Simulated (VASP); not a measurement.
Output of a VASP run:

### OSZICAR
```
...
RMM:   6    -0.614450908398E+03    0.71650E-04   -0.40305E-04   471   0.502E-02    0.659E-02
RMM:   7    -0.614450890765E+03    0.17633E-04   -0.16814E-04   455   0.309E-02    0.321E-02
RMM:   8    -0.614450882562E+03    0.82030E-05   -0.38330E-05   318   0.159E-02
  15 F= -.61445088E+03 E0= -.61444858E+03  d E =-.224347E-02
       N       E                     dE             d eps       ncg     rms          rms(c)
DAV:   1    -0.614450880381E+03    0.10384E-04   -0.53352E-05   432   0.190E-02    0.104E-02
RMM:   2    -0.614450880023E+03    0.35756E-06   -0.89009E-06   259   0.788E-03    0.938E-03
RMM:   3    -0.614450879911E+03    0.11255E-06   -0.33182E-06   258   0.575E-03    0.561E-03
RMM:   4    -0.614450879828E+03    0.82931E-07   -0.13068E-06   244   0.319E-03
  16 F= -.61445088E+03 E0= -.61444858E+03  d E =-.224073E-02
       N       E                     dE             d eps       ncg     rms          rms(c)
DAV:   1    -0.614449621662E+03    0.12582E-02   -0.11426E+00   456   0.262E+00    0.251E-01
RMM:   2    -0.614452153489E+03   -0.25318E-02   -0.29278E-02   454   0.484E-01    0.415E-01
RMM:   3    -0.614452169881E+03   -0.16392E-04   -0.62844E-03   478   0.210E-01    0.217E-01
RMM:   4    -0.614452241560E+03   -0.71680E-04   -0.13074E-03   485   0.954E-02    0.187E-01
RMM:   5    -0.614452058729E+03    0.18283E-03   -0.59080E-04   472   0.657E-02    0.105E-01
RMM:   6    -0.614452033240E+03    0.25489E-04   -0.21989E-04   468   0.379E-02    0.651E-02
RMM:   7    -0.614452028393E+03    0.48471E-05   -0.95950E-05   410   0.238E-02
  17 F= -.61445203E+03 E0= -.61444965E+03  d E =-.114857E-02
       N       E                     dE             d eps       ncg     rms          rms(c)
DAV:   1    -0.614451915674E+03    0.11757E-03   -0.41371E-02   504   0.498E-01    0.599E-02
RMM:   2    -0.614452002842E+03   -0.87168E-04   -0.11461E-03   454   0.956E-02    0.862E-02
RMM:   3    -0.614452009832E+03   -0.69898E-05   -0.25377E-04   474   0.415E-02    0.470E-02
RMM:   4    -0.614452018567E+03   -0.87359E-05   -0.64667E-05   388   0.210E-02
  18 F= -.61445202E+03 E0= -.61444962E+03  d E =-.113874E-02
       N       E                     dE             d eps       ncg     rms          rms(c)
DAV:   1    -0.614451992758E+03    0.17074E-04   -0.15052E-02   504   0.299E-01    0.265E-02
RMM:   2    -0.614452033038E+03   -0.40280E-04   -0.42733E-04   455   0.569E-02    0.444E-02
RMM:   3    -0.614452026070E+03    0.69674E-05   -0.73336E-05   400   0.247E-02    0.156E-02
RMM:   4    -0.614452026514E+03   -0.44362E-06   -0.17399E-05   267   0.110E-02
  19 F= -.61445203E+03 E0= -.61444963E+03  d E =-.114669E-02
       N       E                     dE             d eps       ncg     rms          rms(c)
DAV:   1    -0.614451142459E+03    0.88361E-03   -0.66058E-01   456   0.202E+00    0.169E-01
RMM:   2    -0.614452398270E+03   -0.12558E-02   -0.15494E-02   452   0.353E-01    0.213E-01
RMM:   3    -0.614452675349E+03   -0.27708E-03   -0.33008E-03   491   0.152E-01    0.112E-01
RMM:   4    -0.614452695850E+03   -0.20501E-04   -0.70962E-04   498   0.688E-02    0.116E-01
RMM:   5    -0.614452640965E+03    0.54885E-04   -0.24940E-04   479   0.435E-02    0.789E-02
RMM:   6    -0.614452614254E+03    0.26711E-04   -0.10666E-04   454   0.268E-02    0.406E-02
RMM:   7    -0.614452616709E+03   -0.24555E-05   -0.39583E-05   344   0.161E-02
  20 F= -.61445262E+03 E0= -.61445033E+03  d E =-.590195E-03
```

**OUTCAR**
```
------------------------ aborting loop because EDIFF is reached ----------------------------------------
  FORCE on cell =-STRESS in cart. coord.  units (eV):
  Direction    XX          YY          ZZ          XY          YZ          ZX
  --------------------------------------------------------------------------------------
  Total      -41.6465600    -41.6570860    -22.3837311     -1.9486147      0.0007442      0.0216998
  in kB      -86.4151256    -86.4369665    -46.4454431     -4.0433060      0.0015443      0.0450264
  external PRESSURE =     -73.0991784 kB  Pullay stress =       0.0000000 kB
  volume of cell :      772.15
      direct lattice vectors                 reciprocal lattice vectors
     9.311249664  0.000000000  0.000000000     0.107396970  0.000000000  0.000000000
     0.000000000  9.311249664  0.000000000     0.000000000  0.107396970  0.000000000
     0.000000000  0.000000000  8.906027028     0.000000000  0.000000000  0.112283513
 POSITION                                       TOTAL-FORCE (eV/Angst)
 -----------------------------------------------------------------------------------
      0.00312      0.00054      0.00962        -0.000787     -0.003148      0.006162
      2.37271      2.37250      1.52371         0.008974      0.007883      0.006766
      0.00213      0.00038      2.96809        -0.001486     -0.004139     -0.001569
      2.37315      2.37281      4.41182         0.013167      0.012561     -0.018763
      0.00443      0.00192      5.92684        -0.006037     -0.012707     -0.003625
      2.30849      2.30669      7.42045         0.008718      0.010055      0.010082
      0.00055      4.65506      0.00512         0.002632      0.000174     -0.007059
      2.36524      6.94695      1.50456         0.007567     -0.006773     -0.008663
      0.00043      4.65612      2.96808         0.004076      0.002879     -0.000882
      2.36600      6.94741      4.43213         0.002631     -0.003851      0.006810
      0.00116      4.65425      5.93104         0.003057      0.003023      0.005507
      2.36242      6.94794      7.42140         0.011519     -0.007949     -0.002013
      4.65652      9.31085      0.00485         0.001347      0.000475     -0.002323
      6.94981      2.36423      1.50582        -0.007545      0.002229     -0.014643
      4.65601      0.00088      2.96805        -0.001473     -0.001074     -0.001627
      6.94949      2.36183      4.43343        -0.013933      0.015339      0.005793
      4.65616      9.31056      5.93090         0.000612     -0.004277      0.002264
      6.95091      2.36016      7.42187        -0.008716      0.013127      0.007909
      4.65844      4.65659      0.10755        -0.008960     -0.001797     -0.010897
      6.94064      6.94068      1.52406         0.002824      0.000779      0.001194
      6.94167      6.94104      4.41186         0.002243      0.002063      0.005905
      4.65799      4.65694      5.82917         0.004700     -0.009085      0.016542
      7.00805      7.00688      7.42060        -0.006412     -0.005455     -0.003181
      1.41610      1.41439      0.00176         0.000431      0.001006      0.002051
      3.75779      0.91820      1.48168         0.007564      0.006525     -0.008016
      0.92019      3.75767      1.48196         0.005705      0.003892     -0.007560
      3.23956      3.23712      8.87988         0.000205      0.003683     -0.005210
      1.40709      1.40654      2.96813         0.005566      0.003075      0.003025
      3.75956      0.91989      4.45498         0.002293      0.004605      0.008252
      0.91998      3.75724      4.45449         0.008691      0.001820      0.007742
      3.19856      3.19750      2.96751        -0.007019     -0.008073      0.005954
      1.41669      1.41436      5.93405        -0.001454      0.001093     -0.005220
      3.74169      0.91158      7.42140         0.005348     -0.000188     -0.000974
      0.91238      3.73946      7.42170         0.002295      0.005260     -0.000850
      3.23844      3.23940      5.96214        -0.004999     -0.009767      0.007255
      1.37779      6.08891      8.89061        -0.011537      0.000362      0.000002
      3.66527      5.64901      1.33135         0.003480     -0.003981      0.001497
      0.90767      8.40591      1.47450        -0.003316      0.003238     -0.007401
      3.22389      7.93522      8.88952        -0.000285      0.012509      0.002116
      1.39835      6.07532      2.96860        -0.006508      0.020416      0.000240
      3.66754      5.65163      4.60652        -0.004023     -0.003317     -0.014288
      0.90753      8.40635      4.46237         0.000952     -0.000723      0.006302
      3.23693      7.91602      2.96781        -0.018249      0.008210      0.001932
      1.37874      6.08794      5.95120        -0.012223      0.003742      0.004906
      3.73185      5.58198      7.42153        -0.008458      0.007442      0.001073
      0.91102      8.40019      7.42127         0.007012     -0.001666     -0.000529
      3.22311      7.93651      5.95293        -0.000929      0.009487      0.002317
      6.09057      1.37622      8.89169         0.001651     -0.010947     -0.002109
      8.40809      0.90570      1.47444        -0.000245     -0.001108     -0.008806
      5.65285      3.66508      1.33002        -0.001972     -0.004113      0.010116
      7.93801      3.22152      8.89018         0.009774      0.001382     -0.000241
      6.07690      1.39673      2.96812         0.019175     -0.007521      0.001642
      8.40737      0.90468      4.46213         0.001777      0.002464      0.011706
      5.65049      3.66198      4.60773         0.008624     -0.006917     -0.010708
      7.91790      3.23480      2.96995         0.004118     -0.015154     -0.002984
      6.09161      1.37492      5.95300        -0.002013     -0.010580     -0.002061
...
```
(Selected blocks of OUTCAR.)

POSCAR:
```
Ti23O48
1
    9.3112496639     0.0000000000     0.0000000000
    0.0000000000     9.3112496639     0.0000000000
    0.0000000000     0.0000000000     8.9060270283
Ti O
23 48
Direct
  0.0000000000   0.0000000000   0.0000000000
  0.2500000000   0.2500000000   0.1666670000
  0.0000000000   0.0000000000   0.3333330000
  0.2500000000   0.2500000000   0.5000000000
  0.0000000000   0.0000000000   0.6666670000
  0.2500000000   0.2500000000   0.8333330000
  0.0000000000   0.5000000000   0.0000000000
  0.2500000000   0.7500000000   0.1666670000
  0.0000000000   0.5000000000   0.3333330000
  0.2500000000   0.7500000000   0.5000000000
  0.0000000000   0.5000000000   0.6666670000
  0.2500000000   0.7500000000   0.8333330000
  0.5000000000   0.0000000000   0.0000000000
  0.7500000000   0.2500000000   0.1666670000
  0.5000000000   0.0000000000   0.3333330000
  0.7500000000   0.2500000000   0.5000000000
  0.5000000000   0.0000000000   0.6666670000
  0.7500000000   0.2500000000   0.8333330000
  0.5041320000   0.4961070000   0.9983610000
  0.7500000000   0.7500000000   0.1666670000
  0.7500000000   0.7500000000   0.5000000000
  0.5029110000   0.5046480000   0.6692820000
  0.7500000000   0.7500000000   0.8333330000
  0.1525000000   0.1525000000   0.0000000000
  0.4025000000   0.0975000000   0.1666670000
  0.0975000000   0.4025000000   0.1666670000
  0.3475000000   0.3475000000   0.0000000000
  0.1525000000   0.1525000000   0.3333330000
  0.4025000000   0.0975000000   0.5000000000
  0.0975000000   0.4025000000   0.5000000000
  0.3510170000   0.3450300000   0.3296060000
  0.1525000000   0.1525000000   0.6666670000
  0.4025000000   0.0975000000   0.8333330000
  0.0975000000   0.4025000000   0.8333330000
  0.3475000000   0.3475000000   0.6666670000
  0.1525000000   0.6525000000   0.0000000000
  0.3998600000   0.6013940000   0.1687380000
  0.0975000000   0.9025000000   0.1666670000
  0.3475000000   0.8475000000   0.0000000000
  0.1525000000   0.6525000000   0.3333330000
  0.4073910000   0.6006210000   0.4997920000
  0.0975000000   0.9025000000   0.5000000000
  0.3475000000   0.8475000000   0.3333330000
  0.1525000000   0.6525000000   0.6666670000
  0.4025000000   0.5975000000   0.8333330000
  0.0975000000   0.9025000000   0.8333330000
  0.3475000000   0.8475000000   0.6666670000
  0.6525000000   0.1525000000   0.0000000000
  0.9025000000   0.0975000000   0.1666670000
  0.6021420000   0.4019850000   0.1654480000
  0.8475000000   0.3475000000   0.0000000000
  0.6525000000   0.1525000000   0.3333330000
  0.9025000000   0.0975000000   0.5000000000
  0.5974830000   0.4003670000   0.5024620000
  0.8475000000   0.3475000000   0.3333330000
  0.6525000000   0.1525000000   0.6666670000
  0.9025000000   0.0975000000   0.8333330000
  0.5975000000   0.4025000000   0.8333330000
  0.8475000000   0.3475000000   0.6666670000
  0.6525000000   0.6525000000   0.0000000000
  0.9025000000   0.5975000000   0.1666670000
  0.5975000000   0.9025000000   0.1666670000
  0.8475000000   0.8475000000   0.0000000000
  0.6501770000   0.6519950000   0.3303050000
  0.9025000000   0.5975000000   0.5000000000
  0.5975000000   0.9025000000   0.5000000000
  0.8475000000   0.8475000000   0.3333330000
  0.6525000000   0.6525000000   0.6666670000
  0.9025000000   0.5975000000   0.8333330000
  0.5975000000   0.9025000000   0.8333330000
  0.8475000000   0.8475000000   0.6666670000
```

Q: Reconstruct the remaining input files.

A: Several could match; the one computed here: the input of the run itself, PBE GGA, plane waves, VASP's PBE PAW potentials (set 64).

### INCAR
```
ALGO = Fast
EDIFF = 1E-5
EDIFFG = -0.03
ENCUT = 400
GGA = PE
IBRION = 2
ISIF = 2
ISMEAR = 0
ISYM = 0
LASPH = .TRUE.
LCHARG = .FALSE.
LMAXMIX = 4
LREAL = Auto
LWAVE = .FALSE.
NELECT = 378.0
NELM = 100
NELMIN = 4
NSW = 60
PREC = Normal
SIGMA = 0.05
SYSTEM = Ti23O48
```

KPOINTS:
```
Automatic mesh
0
Gamma
1 1 1
0 0 0
```

POTCAR, in this order: Ti O (PBE.64 set). Program: vasp_gam.

At this cut-off the stress carries a Pulay error, which pulls relaxed volumes low. The cell is charged, with a uniform compensating background. The supercell is sampled at Γ alone, which is coarse: total energies, pressure and levels can be off, energies of defects by several tenths of an eV.

The cell is a supercell with a defect, built from TiO2 (rutile): vac_Ti, charge +2. The run is not spin-polarised, so no state with unpaired spins was tried.
